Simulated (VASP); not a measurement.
Consider the following.

```
CsBr
1.0
    4.29000     0.00000     0.00000
    0.00000     4.29000     0.00000
    0.00000     0.00000     4.29000
Cs Br
1 1
Direct
  0.00000   0.00000   0.00000
  0.50000   0.50000   0.50000
```

These are PBE GGA, VASP's PBE PAW potentials (set 64) (plane waves; VASP) values and carry that method's errors. Numerical set-up: 480 eV cut-off, 6×6×6 Γ-centred mesh, Gaussian smearing of 0.050 eV, potentials Cs_sv Br.

Energy and stress use the plane-wave basis of the starting cell.

The ions, cell shape and volume are relaxed. Which structure does the run end with?

```
CsBr
1.0
    4.38979     0.00000     0.00000
    0.00000     4.38979     0.00000
    0.00000     0.00000     4.38979
Cs Br
1 1
Direct
  0.00000   0.00000   0.00000
  0.50000   0.50000   0.50000
```
Space group Pm-3m (221), at a tolerance of 0.03 Å.

How do energy and volume change from the first to the last step?

The energy (σ→0) changes by -8.8 meV/atom and the volume by +7.1 %, in 3 ionic steps.

```csv
step,E(σ→0) (eV),max force (eV/Å),pressure (GPa),volume (Å³)
1,-6.0060,0.000,1.05,78.95
2,-6.0198,0.000,0.44,81.94
3,-6.0236,0.000,0.02,84.59
```

The compound is CsBr in the CsCl type structure. This run relaxes it. Symmetry was kept, so distortions that lower it aren't found.
